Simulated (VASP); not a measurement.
Data:

```yaml
crystal:
  lattice:
    - [1.71347, -2.96782, 0.00000]
    - [1.71347, 2.96782, 0.00000]
    - [0.00000, 0.00000, 11.18469]
  atoms:
    - { symbol: In, position: [0.66667, 0.33333, 0.26320] }
    - { symbol: In, position: [0.33333, 0.66667, 0.00125] }
    - { symbol: In, position: [0.66667, 0.33333, 0.73993] }
    - { symbol: N, position: [0.66667, 0.33333, 0.45860] }
    - { symbol: N, position: [0.33333, 0.66667, 0.19357] }
    - { symbol: N, position: [0.66667, 0.33333, 0.93222] }
    - { symbol: N, position: [0.33333, 0.66667, 0.67124] }
    - { symbol: Al, position: [0.33333, 0.66667, 0.50398] }
```

Computed with PBEsol GGA, VASP's PBE PAW potentials (set 64) (plane waves; VASP 6.6.1). Settings: 520 eV cut-off, Gaussian smearing of 0.050 eV, potentials In_d N Al.

Unless said otherwise, spin-orbit coupling is left out, though it shifts the bands of the heavy elements here.

Task: Give the energies of bands 22 to 35 at the high-symmetry points, in eV from the valence-band maximum.

Result: 
```csv
band,Γ,M,K,A,L,H
22,-3.34,-5.58,-4.69,-2.23,-5.16,-4.98
23,-1.57,-4.56,-4.64,-1.57,-4.95,-4.78
24,-1.57,-3.71,-4.53,-1.57,-3.08,-4.50
25,-0.57,-2.60,-3.64,-1.43,-2.87,-4.19
26,-0.57,-2.16,-3.56,-0.64,-2.53,-2.76
27,-0.39,-1.97,-2.68,-0.64,-2.08,-2.71
28,-0.39,-1.80,-2.67,-0.29,-1.83,-2.16
29,-0.36,-1.64,-2.29,-0.29,-1.40,-2.15
30,0.00,-1.55,-1.62,-0.04,-1.24,-2.08
31,0.00,-0.90,-1.21,-0.04,-1.07,-1.66
32,0.23,3.25,4.42,1.30,2.98,4.88
33,2.66,3.44,4.94,1.77,3.52,5.07
34,2.92,4.29,5.15,3.28,4.18,5.12
35,3.52,4.53,5.75,3.50,4.54,5.61
```

The gap is direct, 0.23 eV, from the valence maximum at Γ to the conduction minimum at Γ.

The structure was generated: AlIn3N4 was put into an ordered model structure (P3m1), which need not be its known phase. It was relaxed first.
